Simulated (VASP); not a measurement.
```xyz
5
Lattice="3.6612 0.0000 0.0000 0.0000 3.6612 0.0000 0.0000 0.0000 3.6612" Properties=species:S:1:pos:R:3 pbc="T T T"
Sr     0.0000     0.0000     0.0000
Ti     1.8306     1.8306     1.8306
O      1.8306     0.0000     1.8306
O      0.0000     1.8306     1.8306
O      1.8306     1.8306     0.0000
```

Method: LDA (Ceperley-Alder, Perdew-Zunger), VASP's LDA PAW potentials (set 64) (plane waves; VASP). Run with 620 eV cut-off, 6×6×6 Γ-centred mesh, Gaussian smearing of 0.050 eV, potentials Sr_sv Ti_sv O.

Problem. What does the run give for the energy per atom (σ→0), pressure, band gap (on the k-mesh) with the smallest direct gap where there is one?

Solution. 
| Item | Value |
|---|---|
| band gap (on the k-mesh) | 2.03 eV |
| smallest direct gap (on the k-mesh) | 2.20 eV |
| energy per atom (σ→0) | -832.4 kJ/mol-atom |
| pressure | 44.95 GPa |

The compound is SrTiO3 in the cubic perovskite structure, the ideal cubic form; the compound distorts at low or room temperature. It was relaxed first under an external pressure of 45 GPa.
